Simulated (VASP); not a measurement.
A run of VASP 6.6.1 is set up as follows.

Contents of INCAR:

```
  PREC = Accurate
  ENCUT = 520
  EDIFF = 1E-6
  ISMEAR = 0
  SIGMA = 0.05
  LREAL = F
  LASPH = T
  NELM = 100
  ALGO = Normal
  ISIF = 2
  LWAVE = F
  LCHARG = F
  NBANDS = 29
```

The input KPOINTS:

```
Automatic mesh
0
Gamma
  6 6 6
```

Contents of POSCAR:

```
KCdF3
1.0
    4.3113978032      0.0000000000      0.0000000000
    0.0000000000      4.3113978032      0.0000000000
    0.0000000000      0.0000000000      4.5269676934
K Cd F
1 1 3
Direct
    0.0000000000      0.0000000000      0.0000000000
    0.5000000000      0.5000000000      0.5000000000
    0.0000000000      0.5000000000      0.5000000000
    0.5000000000      0.0000000000      0.5000000000
    0.5000000000      0.5000000000      0.0000000000
```

Potentials or basis: VASP PAW LDA potentials, release 64 (K_sv, Cd, F).

The run is started by

```console
$ cat potpaw_LDA.64/K_sv/POTCAR potpaw_LDA.64/Cd/POTCAR potpaw_LDA.64/F/POTCAR > POTCAR
$ mpirun -np 1 vasp_std > vasp.out
```

Question: Predict the pressure.

Answer: -2.6 GPa.

Question: What does it give for the band gap on the k mesh?

Answer: 2.65 eV, indirect (least direct gap 4.48 eV).

Stress tensor (GPa, compression positive):
```
-1.28  0.00  0.00
 0.00 -1.28  0.00
 0.00  0.00 -5.30
```

A k mesh can miss the band edges. As with any semilocal functional, this LDA gap is likely too small.
